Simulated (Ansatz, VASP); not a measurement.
# SnTe: VASP beside Ansatz

One calculation is typed for both programs; each brings its own data sets. How far apart do they land? The cell is taken from a series of runs on this material, whose earlier steps may have relaxed, scaled, displaced or heated it; both programs get it as it stands.

Main program and level: Ansatz 0.2.0; plane waves, with VASP 6.6.1 beside it; zone-centre phonons at LDA.

### 1. The structure

Symmetry: Immm, No. 71, orthorhombic system. The conventional cell has a = 4.307 Å, b = 4.586 Å, c = 6.233 Å, α = 90.00°, β = 90.00°, γ = 90.00°. Nearest to Sn lie 6 Te at 3.12 to 3.15 Å. Te has 6 Sn at 3.12 to 3.15 Å nearest. Farther neighbours and most contacts between anions are not listed.

### 2. VASP: zone-centre phonons, LDA

Second derivatives magnify differences that forces hide, and they need a tight electronic threshold.

Lines of VASP's logs that name or quote its potential files are left out, and so is its time.

File INCAR:

```
SYSTEM = SnTe
PREC = Accurate
ENCUT = 500
EDIFF = 1E-08
NELM = 120
ISMEAR = 0
SIGMA = 0.01
LREAL = .FALSE.
ALGO = Normal
GGA = CA
NBANDS = 16
LORBIT = 11
LWAVE = .FALSE.
LCHARG = .FALSE.
ISIF = 2
IBRION = 8
LASPH = .TRUE.
GGA_COMPAT = .FALSE.
KPAR = 2
```

File POSCAR:

```
SnTe
1.0
    0.0984332422      3.1441257950      3.1164450224
    3.1441257950      0.0984332422      3.1164450224
    3.2425590372      3.2425590372      0.0000000000
Sn Te
1 1
Direct
    0.0000000000      0.0000000000      0.0000000000
    0.5000000000      0.5000000000      0.5000000000
```

File KPOINTS:

```
Automatic mesh
0
Gamma
12 12 12
0 0 0
```

The projector-augmented-wave data sets are Sn_d and Te (LDA family, release 64).

Started as:

```sh
$ mpirun -np 2 vasp_std
```

Numbers of over 12 decimals in the logs are rounded to 6 here.

Log:

```text
[banner, memory and clock lines left out]
running    2 mpi-ranks, on    1 nodes
 distrk:  each k-point on    1 cores,    2 groups
 distr:  one band on    1 cores,    1 groups

 POSCAR found type information on POSCAR SnTe
 POSCAR found :  2 types and       2 ions
 LDA part: xc-table for (Slater(with rela. corr.)+CA(PZ))
 , standard interpolation
 POSCAR, INCAR and KPOINTS ok, starting setup
 FFT: planning ... GRIDC
 FFT: planning ... GRID_SOFT
 FFT: planning ... GRID
 WAVECAR not read
 entering main loop
       N       E                     dE             d eps       ncg     rms          rms(c)
DAV:   1     0.121748585854E+03    0.12175E+03   -0.94786E+03  9056   0.140E+03
DAV:   2     0.138704953813E+01   -0.12036E+03   -0.11774E+03  9832   0.345E+02
DAV:   3    -0.859781563834E+01   -0.99849E+01   -0.99247E+01 11312   0.877E+01
DAV:   4    -0.886649939913E+01   -0.26868E+00   -0.26863E+00 10880   0.158E+01
DAV:   5    -0.887858540205E+01   -0.12086E-01   -0.12086E-01 13544   0.307E+00    0.473E+00
DAV:   6    -0.882161611194E+01    0.56969E-01   -0.12245E-01 12888   0.249E+00    0.298E+00
DAV:   7    -0.881708858663E+01    0.45275E-02   -0.42021E-02 11968   0.109E+00    0.734E-01
DAV:   8    -0.881618662034E+01    0.90197E-03   -0.67500E-03 11400   0.667E-01    0.140E-01
DAV:   9    -0.881621426067E+01   -0.27640E-04   -0.67910E-04 13176   0.232E-01    0.436E-02
DAV:  10    -0.881618913719E+01    0.25123E-04   -0.76694E-05 11800   0.760E-02    0.233E-02
DAV:  11    -0.881618833767E+01    0.79952E-06   -0.33673E-05 12088   0.425E-02    0.211E-02
DAV:  12    -0.881618793014E+01    0.40753E-06   -0.30113E-06 11296   0.120E-02    0.123E-02
DAV:  13    -0.881618792432E+01    0.58212E-08   -0.13381E-07 12056   0.215E-03    0.949E-03
DAV:  14    -0.881618788849E+01    0.35832E-07   -0.55617E-08 11280   0.320E-03    0.723E-03
DAV:  15    -0.881618787028E+01    0.18209E-07   -0.50871E-08 10768   0.127E-03    0.104E-03
DAV:  16    -0.881618786762E+01    0.26585E-08   -0.51225E-09  6160   0.473E-04
   1 F= -.88161879E+01 E0= -.88161828E+01  d E =-.101554E-04
 Linear response reoptimize wavefunctions to high precision
DAV:   1    -0.881618786751E+01    0.10778E-09   -0.63901E-09 10496   0.384E-04
DAV:   2    -0.881618786757E+01   -0.54115E-10   -0.44554E-10  5680   0.120E-04
 Linear response DOF=           4
 Linear response progress:
  Degree of freedom:   1/  4
       N       E                     dE             d eps       ncg     rms          rms(c)
RMM:   1    -0.217691464189E+00   -0.21769E+00    0.32727E-01 18405   0.106E+01
RMM:   2    -0.223064246500E+00   -0.53728E-02   -0.12035E-02 27105   0.879E-01    0.808E-02
RMM:   3    -0.222928210510E+00    0.13604E-03   -0.95273E-04 29899   0.247E-01    0.425E-02
RMM:   4    -0.222670694895E+00    0.25752E-03   -0.83751E-05 29969   0.733E-02    0.840E-03
RMM:   5    -0.222664857953E+00    0.58369E-05   -0.76483E-06 30959   0.226E-02    0.387E-03
RMM:   6    -0.222670185237E+00   -0.53273E-05   -0.11858E-06 30566   0.777E-03    0.140E-03
RMM:   7    -0.222670715573E+00   -0.53034E-06   -0.29605E-07 31317   0.305E-03    0.750E-04
RMM:   8    -0.222668322187E+00    0.23934E-05    0.11881E-07 30267   0.135E-03    0.115E-04
RMM:   9    -0.222668340783E+00   -0.18595E-07    0.22728E-07 31973   0.602E-04    0.216E-04
RMM:  10    -0.222668249130E+00    0.91653E-07    0.41547E-07 32345   0.287E-04    0.212E-04
RMM:  11    -0.222668259272E+00   -0.10142E-07    0.39563E-07 32530   0.150E-04    0.368E-04
RMM:  12    -0.222667918633E+00    0.34064E-06    0.21446E-07 29441   0.938E-05    0.871E-05
RMM:  13    -0.222667800986E+00    0.11765E-06    0.10784E-07 32065   0.528E-05    0.451E-06
RMM:  14    -0.222667768208E+00    0.32778E-07    0.46554E-08 32184   0.293E-05    0.170E-05
RMM:  15    -0.222667727797E+00    0.40410E-07    0.26229E-08 30931   0.206E-05    0.118E-05
RMM:  16    -0.222667726353E+00    0.14440E-08    0.10382E-08 30342   0.144E-05    0.619E-06
 first order change of Fermi-energy  -0.85538E-04
 force on displaced ion       1 direction 1 :  -0.025   0.335   0.000
 Linear response progress:
  Degree of freedom:   2/  4
       N       E                     dE             d eps       ncg     rms          rms(c)
RMM:   1    -0.217928003000E+00   -0.21793E+00    0.31871E-01 10854   0.105E+01
RMM:   2    -0.223227320544E+00   -0.52993E-02   -0.12062E-02 15825   0.877E-01    0.864E-02
RMM:   3    -0.223066941654E+00    0.16038E-03   -0.94008E-04 17440   0.244E-01    0.457E-02
RMM:   4    -0.222789752835E+00    0.27719E-03   -0.88750E-05 17426   0.747E-02    0.809E-03
RMM:   5    -0.222788876533E+00    0.87630E-06   -0.76588E-06 17933   0.227E-02    0.388E-03
RMM:   6    -0.222795067612E+00   -0.61911E-05   -0.12514E-06 17740   0.799E-03    0.136E-03
RMM:   7    -0.222795084498E+00   -0.16886E-07   -0.27213E-07 18224   0.312E-03    0.809E-04
RMM:   8    -0.222793121769E+00    0.19627E-05    0.13530E-07 17827   0.136E-03    0.217E-04
RMM:   9    -0.222792759248E+00    0.36252E-06    0.22651E-07 18710   0.623E-04    0.206E-04
RMM:  10    -0.222792641993E+00    0.11725E-06    0.47877E-07 18958   0.300E-04    0.197E-04
RMM:  11    -0.222792674911E+00   -0.32918E-07    0.50916E-07 19266   0.157E-04    0.367E-04
RMM:  12    -0.222792367061E+00    0.30785E-06    0.26201E-07 17203   0.940E-05    0.103E-04
RMM:  13    -0.222792233001E+00    0.13406E-06    0.13039E-07 18509   0.542E-05    0.343E-06
RMM:  14    -0.222792201021E+00    0.31980E-07    0.60420E-08 19069   0.295E-05    0.207E-05
RMM:  15    -0.222792181312E+00    0.19709E-07    0.31491E-08 17685   0.191E-05    0.130E-05
RMM:  16    -0.222792185648E+00   -0.43364E-08    0.14020E-08 16366   0.133E-05    0.374E-06
 first order change of Fermi-energy   0.33693E-04
 force on displaced ion       1 direction 3 :   0.000   0.000  -0.263
 Linear response progress:
  Degree of freedom:   3/  4
       N       E                     dE             d eps       ncg     rms          rms(c)
RMM:   1    -0.480478042154E-01   -0.48048E-01    0.63109E-02 33212   0.871E-01
RMM:   2    -0.484795271720E-01   -0.43172E-03   -0.19975E-03 28771   0.217E-01    0.649E-02
RMM:   3    -0.486262807089E-01   -0.14675E-03   -0.16508E-04 29186   0.629E-02    0.474E-02
RMM:   4    -0.488475424860E-01   -0.22126E-03   -0.24676E-05 28772   0.310E-02    0.586E-03
RMM:   5    -0.488573727210E-01   -0.98302E-05   -0.99970E-07 29747   0.749E-03    0.298E-03
RMM:   6    -0.488583600109E-01   -0.98729E-06   -0.95103E-08 29178   0.217E-03    0.729E-04
RMM:   7    -0.488565590473E-01    0.18010E-05   -0.18544E-09 29930   0.466E-04    0.121E-04
RMM:   8    -0.488567747398E-01   -0.21569E-06   -0.80462E-09 28734   0.156E-04    0.383E-05
RMM:   9    -0.488567668599E-01    0.78798E-08    0.22127E-07 31601   0.509E-05    0.186E-05
RMM:  10    -0.488567940067E-01   -0.27147E-07    0.36852E-07 31848   0.154E-05    0.306E-06
RMM:  11    -0.488567730067E-01    0.21000E-07    0.21368E-08 29453   0.669E-06    0.887E-07
RMM:  12    -0.488567735710E-01   -0.56429E-09   -0.72326E-09 21327   0.426E-06    0.423E-07
 first order change of Fermi-energy   0.92922E-04
 force on displaced ion       2 direction 1 :  -0.046   0.346   0.000
 Linear response progress:
  Degree of freedom:   4/  4
       N       E                     dE             d eps       ncg     rms          rms(c)
RMM:   1    -0.480811740195E-01   -0.48081E-01    0.64889E-02 19294   0.882E-01
RMM:   2    -0.485641102744E-01   -0.48294E-03   -0.20319E-03 16875   0.220E-01    0.695E-02
RMM:   3    -0.487124746370E-01   -0.14836E-03   -0.16529E-04 17062   0.636E-02    0.501E-02
RMM:   4    -0.489416317812E-01   -0.22916E-03   -0.26211E-05 16845   0.322E-02    0.587E-03
RMM:   5    -0.489486843985E-01   -0.70526E-05   -0.10884E-06 17400   0.785E-03    0.307E-03
RMM:   6    -0.489497630118E-01   -0.10786E-05   -0.10086E-07 17062   0.224E-03    0.744E-04
RMM:   7    -0.489481105063E-01    0.16525E-05   -0.14385E-08 17482   0.466E-04    0.120E-04
RMM:   8    -0.489482825026E-01   -0.17200E-06   -0.61996E-08 16887   0.154E-04    0.379E-05
RMM:   9    -0.489482789848E-01    0.35178E-08    0.14595E-07 18324   0.515E-05    0.188E-05
RMM:  10    -0.489483084781E-01   -0.29493E-07    0.38262E-07 18480   0.160E-05    0.313E-06
RMM:  11    -0.489482879625E-01    0.20516E-07    0.34004E-08 17130   0.668E-06    0.891E-07
RMM:  12    -0.489482885362E-01   -0.57377E-09   -0.60808E-09 12939   0.415E-06    0.391E-07
 first order change of Fermi-energy   0.28366E-04
 force on displaced ion       2 direction 3 :  -0.000  -0.000  -0.257
 Linear response finished
```

Parts of OUTCAR (step 2):

```text
ion  position               nearest neighbor table
   1  0.000  0.000  0.000-   2 3.12   2 3.12   2 3.15   2 3.15   2 3.15   2 3.15
   2  0.500  0.500  0.500-   1 3.12   1 3.12   1 3.15   1 3.15   1 3.15   1 3.15

  LATTYP: Found a body centered orthorhombic cell.
 ALAT       =     4.3072597150
 B/A-ratio  =     1.0646376747
 C/A-ratio  =     1.4470662224

 Subroutine GETGRP returns: Found  8 space group operations
 (whereof  8 operations were pure point group operations)

The static configuration has the point symmetry D_2h.

 Found    280 irreducible k-points:

   k-points           NKPTS =    280   k-points in BZ     NKDIM =    280   number of bands    NBANDS=     16

   dimension x,y,z NGX =    32 NGY =   32 NGZ =   36
   dimension x,y,z NGXF=    64 NGYF=   64 NGZF=   72

   ENCUT  =  500.0 eV  36.75 Ry    6.06 a.u.   8.07  8.07  8.36*2*pi/ulx,y,z

   NELECT =      20.0000    total number of electrons

 k-points in reciprocal lattice and weights: Automatic mesh
   0.00000000  0.00000000  0.00000000       0.001
   0.08333333  0.00000000  0.00000000       0.002
   0.16666667 -0.00000000  0.00000000       0.002
   0.25000000  0.00000000  0.00000000       0.002
   0.33333333  0.00000000  0.00000000       0.002
   0.41666667  0.00000000  0.00000000       0.002
   0.50000000  0.00000000  0.00000000       0.001
   0.08333333  0.08333333  0.00000000       0.001
   0.16666667  0.08333333  0.00000000       0.002
[...]
0.25000000  0.25000000  0.50000000       0.001
  -0.25000000  0.25000000  0.50000000       0.001

 average (electrostatic) potential at core
       1-100.2305       2 -88.5439

  Total       -0.4137485     -0.4137485      0.0224016     -0.4311433      0.0000000      0.0000000
  in kB      -10.7692034    -10.7692034      0.5830778    -11.2219626      0.0000000      0.0000000
  external PRESSURE =      -6.9851097 kB  Pullay stress =       0.0000000 kB

  energy-cutoff  :      500.00
  volume of cell :       61.56
      direct lattice vectors                 reciprocal lattice vectors
     0.098433242  3.144125795  3.116445022    -0.164166275  0.164166275  0.160439217
     3.144125795  0.098433242  3.116445022     0.164166275 -0.164166275  0.160439217
     3.242559037  3.242559037  0.000000000     0.154199197  0.154199197 -0.160439217

 POSITION                                       TOTAL-FORCE (eV/Angst)
 -----------------------------------------------------------------------------------
      0.00000      0.00000      0.00000        -0.000000     -0.000000      0.000000
      3.24256      3.24256      3.11645         0.000000      0.000000      0.000000
 -----------------------------------------------------------------------------------
    total drift:                                0.000000     -0.000000     -0.000000

 Eigenvectors and eigenvalues of the dynamical matrix
 ----------------------------------------------------

   1 f  =    1.221614 THz     7.675626 2PiTHz   40.748651 cm-1     5.052187 meV
             X         Y         Z           dx          dy          dz
      0.000000  0.000000  0.000000     0.498237   -0.498237   -0.000000
      3.242559  3.242559  3.116445    -0.501756    0.501756    0.000000

   2 f  =    1.016113 THz     6.384425 2PiTHz   33.893875 cm-1     4.202303 meV
             X         Y         Z           dx          dy          dz
      0.000000  0.000000  0.000000     0.000000   -0.000000    0.723505
      3.242559  3.242559  3.116445    -0.000000    0.000000   -0.690319

   3 f  =    0.009704 THz     0.060971 2PiTHz    0.323687 cm-1     0.040132 meV
             X         Y         Z           dx          dy          dz
      0.000000  0.000000  0.000000     0.486393    0.486393   -0.000000
      3.242559  3.242559  3.116445     0.513246    0.513246   -0.000000

   4 f/i=    0.005505 THz     0.034588 2PiTHz    0.183624 cm-1     0.022766 meV
             X         Y         Z           dx          dy          dz
      0.000000  0.000000  0.000000    -0.000000   -0.000000   -0.690319
      3.242559  3.242559  3.116445    -0.000000   -0.000000   -0.723505

   5 f/i=    0.026353 THz     0.165583 2PiTHz    0.879051 cm-1     0.108988 meV
             X         Y         Z           dx          dy          dz
      0.000000  0.000000  0.000000    -0.501756    0.501756    0.000000
      3.242559  3.242559  3.116445    -0.498237    0.498237    0.000000

   6 f/i=    1.101871 THz     6.923258 2PiTHz   36.754451 cm-1     4.556969 meV
             X         Y         Z           dx          dy          dz
      0.000000  0.000000  0.000000     0.513246    0.513246    0.000000
      3.242559  3.242559  3.116445    -0.486393   -0.486393   -0.000000

 ELASTIC MODULI CONTR FROM IONIC RELAXATION (kBar)
 Direction    XX          YY          ZZ          XY          YZ          ZX
 --------------------------------------------------------------------------------
 XX           0.0000      0.0000      0.0000      0.0000      0.0000      0.0000
 YY           0.0000      0.0000      0.0000      0.0000      0.0000      0.0000
 ZZ           0.0000      0.0000      0.0000      0.0000      0.0000      0.0000
 XY           0.0000      0.0000      0.0000      0.0000      0.0000      0.0000
 YZ           0.0000      0.0000      0.0000      0.0000      0.0000      0.0000
 ZX           0.0000      0.0000      0.0000      0.0000      0.0000      0.0000
 --------------------------------------------------------------------------------
```

[end of part 1 of 2]

[Lines on the potential files, build, host, timing and source positions are cut from VASP's logs without a mark.]

[Logs are printed without paths, hosts, clocks, repeated set-up lines and the standing remarks that a program may print on its own settings, such as how far it seeks lower states.]

[Hosts, paths, dates, database ids (printed as entryN), source tags and the programs' standing remarks are cut or masked in the printed files.]
